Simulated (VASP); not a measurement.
Input:

```yaml
crystal:
  lattice:
    - [1.95278, -3.38231, 0.00000]
    - [1.95278, 3.38231, 0.00000]
    - [0.00000, 0.00000, 6.07237]
  atoms:
    - { symbol: La, position: [0.33333, 0.66667, 0.24610] }
    - { symbol: La, position: [0.66667, 0.33333, 0.75390] }
    - { symbol: O, position: [0.00000, 0.00000, 0.00000] }
    - { symbol: O, position: [0.33333, 0.66667, 0.64583] }
    - { symbol: O, position: [0.66667, 0.33333, 0.35417] }
```

Computed with AM05 GGA, VASP's PBE PAW potentials (set 64) (plane waves; VASP). Settings: 520 eV cut-off, Gaussian smearing of 0.050 eV, potentials La O.

Q: Give the energies of bands 12 to 23 at the high-symmetry points, in eV from the valence-band maximum.

A: 
| band | Γ | M | K | A | L | H |
|---|---|---|---|---|---|---|
| 12 | -2.48 | -2.28 | -1.66 | -2.82 | -3.09 | -2.37 |
| 13 | -2.48 | -2.08 | -1.66 | -2.82 | -2.25 | -2.37 |
| 14 | -2.28 | -2.00 | -1.62 | -2.69 | -1.54 | -1.75 |
| 15 | -2.28 | -1.32 | -1.33 | -1.98 | -1.25 | -1.44 |
| 16 | -2.15 | -0.76 | -1.33 | -1.98 | -1.00 | -1.44 |
| 17 | -1.73 | -0.76 | -0.87 | -1.05 | -0.97 | -0.57 |
| 18 | -0.41 | -0.68 | -0.87 | -0.84 | -0.75 | -0.29 |
| 19 | -0.41 | -0.41 | -0.85 | -0.31 | -0.37 | -0.29 |
| 20 | -0.15 | -0.32 | -0.09 | -0.31 | 0.00 | -0.22 |
| 21 | 4.37 | 3.86 | 3.87 | 4.78 | 4.45 | 4.28 |
| 22 | 4.62 | 4.79 | 4.80 | 4.78 | 4.69 | 4.90 |
| 23 | 4.62 | 5.28 | 4.80 | 4.78 | 5.15 | 5.01 |

The gap is indirect, 3.86 eV, from the valence maximum at H-A at 0.22 to the conduction minimum at M.

The compound is La2O3 in the a-type structure. It was relaxed first.
